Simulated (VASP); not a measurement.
An input for Ansatz (written as the equivalent of a VASP run, and not itself run):

Ansatz 0.2 input:
```yaml
crystal:
  lattice:
    - [0.0000000, 2.0410360, 2.0410360]
    - [2.0410360, 0.0000000, 2.0410360]
    - [2.0410360, 2.0410360, 0.0000000]
  atoms:
    - { symbol: V, position: [0.0000000, 0.0000000, 0.0000000] }
    - { symbol: N, position: [0.5000000, 0.5000000, 0.5000000] }
kpoints:
  mp_grid: { grid: [15, 15, 15] }
hamiltonian:
  xc: pbe
  dispersion: d3bj
  pseudopotentials: { kind: paw }
scf:
  occupations: { method: methfessel_paxton, width: 0.1 }
  max_iter: 100
output: { forces: true, stress: true, eigenvalues: true }
```

Translate this input to VASP (INCAR, KPOINTS, POSCAR, choice of POTCAR).

One answer among several that fit: 
**KPOINTS**
```
Automatic mesh
0
Gamma
15 15 15
0 0 0
```

**POSCAR**
```
VN
1.0
  0.0000000000   2.0410360360   2.0410360360
  2.0410360360   0.0000000000   2.0410360360
  2.0410360360   2.0410360360   0.0000000000
V N
1 1
Cart
  0.0000000000   0.0000000000   0.0000000000
  2.0410360360   2.0410360360   2.0410360360
```

**INCAR**
```
# general
SYSTEM =VN
PREC   =Accurate
ENCUT  =520
LREAL  =.False.
LASPH  =.True.

# electronic loop
EDIFF  =1E-7
NELM   =100
ALGO   =Normal
LMAXMIX=4

# smearing
ISMEAR =1
SIGMA  =0.1

# functional
GGA    =PE
IVDW   =12

# ions
ISIF   =2

# output
LWAVE  =.False.
LCHARG =.False.
```

POTCAR, in this order: V_sv N (PBE.64 set). Program: vasp_std.

Limits of the translation: each code has its own PAW files, so the cut-off isn't converted (ENCUT is set for VASP's; basis.ecutwfc is left out, and Ansatz then takes the one that its files recommend); Ansatz stops its SCF on the density residual and VASP on the energy change (EDIFF).

The compound is VN in the rock salt structure, which distorts at low temperature. It was relaxed first.
